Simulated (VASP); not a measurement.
TaV:

```
Ta V
1.0
     1.60670   -2.30777    0.00000
     1.60670    2.30777    0.00000
     0.00000    0.00000    4.34136
Ta V
1 1
Direct
  0.00000 0.00000 0.00000
  0.50000 0.50000 0.50000
```

The cell comes from a database or a generator and needn't be the stable form of this composition.

```yaml
Program: VASP 6.6.1
Task: relaxation of cell and atoms
Functional: LDA
Potentials_or_basis: VASP PAW LDA potentials, release 64 (Ta_pv, V_sv)
Cutoff: 600 eV
k_mesh: 7 × 7 × 5
Occupations: fermi-dirac, width 0.05 eV
Spin: collinear spin, ferromagnetic start
Starting_moments: "[0.0, 2.0] μB"
```

At the start: pressure -12.0 GPa; volume 16.10 Å³/atom.

Problem. Where does the relaxation end?

Solution. Over 8 steps the energy falls by 41.1 meV/atom and the volume is 15.07 Å³/atom (-6.4 %); space group Cmmm (No. 65, to 0.05 Å); moment 0.00 μB per cell.

Step by step:
| step | energy change (eV) | largest force (eV/Å) | pressure (GPa) | volume (Å³) |
| --- | --- | --- | --- | --- |
| 1 | 0.0000 | 0.0000 | -12.04 | 32.19 |
| 2 | 0.1918 | 0.0000 | 29.40 | 26.88 |
| 3 | -0.0818 | 0.0000 | -0.54 | 30.21 |
| 4 | -0.0819 | 0.0000 | -0.03 | 30.14 |
| 5 | -0.0819 | 0.0000 | 0.25 | 30.10 |
| 6 | -0.0820 | 0.0000 | -0.37 | 30.19 |
| 7 | -0.0820 | 0.0000 | -0.21 | 30.17 |
| 8 | -0.0821 | 0.0000 | -0.02 | 30.14 |

Final structure:
```
Ta V
1.0
     1.56643   -2.26548    0.00000
     1.56643    2.26548    0.00000
     0.00000    0.00000    4.24649
Ta V
1 1
Direct
  0.00000 0.00000 0.00000
  0.50000 0.50000 0.50000
```
